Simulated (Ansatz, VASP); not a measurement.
Be2B3 in VASP and in Ansatz

```
CELL_PARAMETERS angstrom
3.40840 0.00000 0.00000
-1.70420 2.95176 0.00000
0.00000 0.00000 4.57192
ATOMIC_POSITIONS crystal
Be 0.00000 0.00000 0.23150
Be 0.00000 0.00000 0.76850
B 0.50000 0.00000 0.50000
B 0.00000 0.50000 0.50000
B 0.50000 0.50000 0.50000
```

Alike in both runs: functional PBE; k mesh 12 × 12 × 8; occupations gaussian, width 0.1 eV; no spin polarisation.

Ansatz relaxed the structure, and its values are those at the end. VASP's run is a single point on that final structure, the one shown.

```csv
,VASP,Ansatz
version,VASP 6.6.1,Ansatz 0.2.0
potentials or method,"VASP PAW PBE potentials, release 64 (Be, B)","scalar-relativistic, plane waves, PAW"
plane-wave cutoff (eV),520,420
valence electrons in the cell,13,13
```

Ansatz gave:

| Item | Value |
| --- | --- |
| gap on the k mesh at the Fermi level (eV) | none |
| pressure (GPa) | 0.0 |
| rms of the force components (eV/Å) | 0.000 |

Question: Estimate VASP's values.

Answer: gap on the k mesh at the Fermi level (eV): none; pressure (GPa): 0.1; rms of the force components (eV/Å): 0.004.

A gap of «none» marks a metal or a gap that the smearing closes. With one functional, cell and mesh, what is left measures potentials, basis and numerics.
